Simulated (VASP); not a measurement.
Elastic constants (GPa) of a crystal from PBE GGA, VASP's PBE PAW potentials (set 64) (VASP 6.6.1):

```csv
,xx,yy,zz,yz,xz,xy
xx,279.0,169.7,169.7,0.0,0.0,0.0
yy,169.7,279.0,169.7,0.0,0.0,0.0
zz,169.7,169.7,279.0,0.0,0.0,0.0
yz,0.0,0.0,0.0,96.9,0.0,0.0
xz,0.0,0.0,0.0,0.0,96.9,0.0
xy,0.0,0.0,0.0,0.0,0.0,96.9
```

Finite-difference elastic constants of metals are sensitive to mesh and smearing; shear constants can be off by tens of GPa.

Task: Work out the Voigt, Reuss and Hill moduli, Young's modulus and Poisson's ratio.

Result: All eigenvalues are positive (smallest 96.9 GPa), so the crystal is stable. K_V = (C11+C22+C33+2(C12+C13+C23))/9 = (837.0 + 2×509.1)/9 = 206.1 GPa; G_V = (837.0 − 509.1 + 3×290.7)/15 = 80.0 GPa. From the compliances, K_R = 206.1 GPa and G_R = 74.0 GPa. Hill: K = 206.1 GPa, G = 77.0 GPa, E = 9KG/(3K+G) = 205.4 GPa, ν = (3K−2G)/(2(3K+G)) = 0.334. K/G = 2.68, above Pugh's 1.75; universal anisotropy A^U = 0.40.

Task: With a density of 16.43 g/cm³, what are the mean sound speeds?

Result: v_l = √((K+4G/3)/ρ) = 4.34 km/s and v_t = √(G/ρ) = 2.16 km/s. The crystal is Ta (bcc), cubic.

The compound is Ta in the bcc structure. It was relaxed first.
